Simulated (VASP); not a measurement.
# PtSe2 (Sudovikovite): structure and properties in VASP, part 2 of 2

What structure and properties does LDA give PtSe2 (Sudovikovite), and how near are they to the measured ones? The start is a cell from a database of measured crystal structures.

VASP 6.6.1, plane waves and PAW; the level of theory is named at each step.

So far. Step 6 (Density of states (LDA)): The finer mesh and the other smearing move the Fermi level by +0.02 eV from the 7×7×5 run, a small shift, which tests the Fermi level alone. Of the states within 0.3 eV of the Fermi level, the largest shares in the PAW spheres are Pt d 33 % and Se p 32 %. The rest lies in smaller channels or between the spheres. The relaxed cell has a = 3.740, c = 4.788 Å (conventional setting).

The database entry behind the starting cell has ideal inner coordinates that were not refined, so it need not match the best structure at ambient conditions.

### 8. Band structure (LDA + SOC)

This step: LDA, spin-orbit coupling; plane waves and PAW (Pt, Se) (VASP 6.6.1).

Levels along the symmetry lines show where the bands peak and cross; KPOINTS_OPT computes them in the converged potential. Spin-orbit coupling needs spinors and the noncollinear program, where each band holds one electron.

Contents of INCAR:

```
SYSTEM = PtSe2
PREC = Accurate
ENCUT = 400
EDIFF = 1E-06
NELM = 100
ISMEAR = 0
SIGMA = 0.05
LREAL = .FALSE.
ALGO = Normal
GGA = CA
LNONCOLLINEAR = .TRUE.
MAGMOM = 0 0 0 0 0 0 0 0 0
NBANDS = 34
GGA_COMPAT = .FALSE.
LASPH = .TRUE.
LSORBIT = .TRUE.
LMAXMIX = 4
LORBIT = 11
LWAVE = .FALSE.
LCHARG = .FALSE.
KPAR = 2
```

Contents of POSCAR:

```
PtSe2
1.0
    3.7403324055      0.0000000000      0.0000000000
   -1.8701662028      3.2392228818      0.0000000000
    0.0000000000      0.0000000000      4.7881194269
Pt Se
1 2
Direct
    0.0000000000      0.0000000000      0.0000000000
    0.3333333333      0.6666666667      0.2644490384
    0.6666666667      0.3333333333      0.7355509616
```

Contents of KPOINTS:

```
Automatic mesh
0
Gamma
6 6 4
0 0 0
```

Contents of KPOINTS_OPT:

```
Line mode
16
Line-mode
Reciprocal
  0.00000000   0.00000000   0.00000000 GAMMA
  0.50000000   0.00000000   0.00000000 M

  0.50000000   0.00000000   0.00000000 M
  0.33333333   0.33333333   0.00000000 K

  0.33333333   0.33333333   0.00000000 K
  0.00000000   0.00000000   0.00000000 GAMMA

  0.00000000   0.00000000   0.00000000 GAMMA
  0.00000000   0.00000000   0.50000000 A

  0.00000000   0.00000000   0.50000000 A
  0.50000000   0.00000000   0.50000000 L

  0.50000000   0.00000000   0.50000000 L
  0.33333333   0.33333333   0.50000000 H

  0.33333333   0.33333333   0.50000000 H
  0.00000000   0.00000000   0.50000000 A

  0.50000000   0.00000000   0.50000000 L
  0.50000000   0.00000000   0.00000000 M

  0.33333333   0.33333333   0.00000000 K
  0.33333333   0.33333333   0.50000000 H
```

Potentials, in the order of the species: Pt and Se (LDA family, release 64).

Started as:

```bash
$ mpirun -np 2 vasp_ncl
```

It took 57 s on 2 MPI ranks of AMD EPYC 9R45, shared host; peak memory 0.45 GiB; 90 s of CPU time.

This step gave:

| Item | Value |
| --- | --- |
| bands | 34 |
| irreducible k-points | 24 |
| free energy (TOTEN) | -17.50 eV |
| energy at zero smearing | -17.49 eV |
| Fermi energy | 7.061 eV |
| pressure | 0.1758 GPa |

On-site spin-orbit energy by atom:

```tsv
atom	on-site spin-orbit energy (eV)
Pt1	-0.733
Se2	-0.034
Se3	-0.034
```

The electronic bands at the labelled points (eV, zero at the Fermi level; # counts the bands kept):

```tsv
point	#15	#16	#17	#18	#19	#20	#21	#22
Γ	-0.81	-0.81	0.83	0.83	1.04	1.04	1.17	1.17
0.53 of the way	-2.02	-2.02	-1.45	-1.45	1.47	1.47	1.93	1.93
M	-3.18	-3.18	-2.76	-2.76	0.52	0.52	2.56	2.56
0.47 of the way	-2.78	-2.78	-1.71	-1.71	0.25	0.25	1.35	1.35
K	-1.89	-1.89	-1.63	-1.63	-0.11	-0.11	0.08	0.08
0.47 of the way	-2.29	-2.29	-0.39	-0.39	0.56	0.56	1.72	1.72
Γ	-0.81	-0.81	0.83	0.83	1.04	1.04	1.17	1.17
0.47 of the way	-1.20	-1.20	-0.46	-0.46	1.66	1.66	1.70	1.70
A	-1.66	-1.66	-1.56	-1.56	2.38	2.38	2.42	2.42
0.47 of the way	-1.41	-1.41	-1.02	-1.02	0.71	0.71	1.06	1.06
L	-2.77	-2.77	-1.12	-1.12	0.63	0.63	1.52	1.52
0.47 of the way	-2.38	-2.38	-2.07	-2.07	1.55	1.55	2.10	2.10
H	-2.58	-2.58	-2.32	-2.32	2.32	2.32	2.44	2.44
0.53 of the way	-1.27	-1.27	-1.11	-1.11	-0.06	-0.06	1.56	1.56
A	-1.66	-1.66	-1.56	-1.56	2.38	2.38	2.42	2.42
jump to L	-2.77	-2.77	-1.12	-1.12	0.63	0.63	1.52	1.52
0.47 of the way	-2.91	-2.91	-1.98	-1.98	1.45	1.45	1.49	1.49
M	-3.18	-3.18	-2.76	-2.76	0.52	0.52	2.56	2.56
jump to K	-1.89	-1.89	-1.63	-1.63	-0.11	-0.11	0.08	0.08
0.47 of the way	-2.29	-2.29	-2.06	-2.06	1.03	1.03	1.08	1.08
H	-2.58	-2.58	-2.32	-2.32	2.32	2.32	2.44	2.44
```

Of the projections kept (Pt, Se), the largest for each band there; the rest of the weight can lie on other orbitals:

```tsv
point	#15	#16	#17	#18	#19	#20	#21	#22
Γ	Se 0.89	Se 0.89	Se 0.99	Se 0.99	Se 0.59	Se 0.59	Se 0.54	Se 0.54
M	Pt 0.92	Pt 0.92	Pt 0.83	Pt 0.83	Pt 0.62	Pt 0.62	Se 0.62	Se 0.62
K	Pt 0.50	Pt 0.50	Pt 0.66	Pt 0.66	Pt 0.63	Pt 0.63	Pt 0.66	Pt 0.66
Γ	Se 0.89	Se 0.89	Se 0.99	Se 0.99	Se 0.59	Se 0.59	Se 0.54	Se 0.54
A	Pt 0.60	Pt 0.60	Se 0.93	Se 0.93	Se 0.59	Se 0.59	Se 0.56	Se 0.56
L	Se 0.77	Se 0.77	Se 0.85	Se 0.85	Pt 0.51	Pt 0.51	Pt 0.53	Pt 0.53
```

There is no gap at this level.

Of the bands kept, 4 cross the Fermi level on this path (spinor bands, one electron each).

### 9. Outcome

| Item | Value |
| --- | --- |
| relaxed volume | 19.34 Å³/atom |
| relaxed conventional cell a, b, c | 3.740, 3.740, 4.788 Å; angles 90.0, 90.0, 120.0° |
| space group after relaxing, within 0.02 Å | P-3m1 (No. 164) |
| band gap | none, a metal |
| DOS at the Fermi level | 0.589 states/eV/cell |
| highest zone-centre mode | 220 cm⁻¹ |
| band gap (LDA + SOC) | none, a metal |

What this shows: With LDA, PtSe2 (Sudovikovite) relaxes to 19.34 Å³/atom in space group P-3m1 (held by the symmetry of the run) and comes out as a metal. Against the listed cell the volume lies -4.6 % (a +0.4 %, c -5.4 %). Bands along the symmetry lines (LDA): Of the bands kept, 3 cross the Fermi level on this path. Zone-centre phonons (LDA): The highest mode in this list at Γ, 219.7 cm⁻¹, has its largest share on Se (55 % of the kinetic energy). Band structure (LDA + SOC): Of the bands kept, 4 cross the Fermi level on this path (spinor bands, one electron each). The k-sampling is coarse for a metal, so the Fermi level, pressures and the shape of the cell carry errors. Modes at Γ alone can't show that the crystal is stable at other wave vectors. The bonds form layers, and without a dispersion term the spacing between them, and what depends on it, is unreliable. No search among competing phases was made, and a listed structure need not be the one stable at ambient conditions. All values are for a static lattice at zero temperature.

Calculation against experiment:

```
                                    quantity  measured             LDA
                      lattice constant a (Å)    3.7278  3.740 (+0.3 %)
                      lattice constant c (Å)    5.0813  4.788 (-5.8 %)
Raman mode, Eg, in-plane Se vibration (cm⁻¹)       175    164 (-6.2 %)
   Raman mode, A1g, out-of-plane Se … (cm⁻¹)       205    206 (+0.3 %)
```

Measured values from arxiv:1912.08246 (2019) and arxiv:1703.04242 (2017).

Verdict: The lattice constant a is off by +0.3 %: good agreement. The lattice constant c is off by -5.8 %: a clear miss. The Raman mode is off by -6.2 %: fair agreement. The Raman mode is off by +0.3 %: good agreement. The grades are ours: good and fair within 0.7 and 1.5 % for the lattice constant a, 0.8 and 2 % for the lattice constant c and 3 and 7 % for the Raman mode. For lattice constants and Raman mode the calculation has a static lattice, without zero-point motion or thermal expansion (measured at up to 300 K).

[Lines on the potential files, build, host, timing and source positions are cut from VASP's logs without a mark.]

[Logs are printed without paths, hosts, clocks, repeated set-up lines and the standing remarks that a program may print on its own settings, such as how far it seeks lower states.]

[Hosts, paths, dates, database ids (printed as entryN), source tags and the programs' standing remarks are cut or masked in the printed files.]

[A measured line is paired with the nearest computed mode of its activity, which favours agreement.]
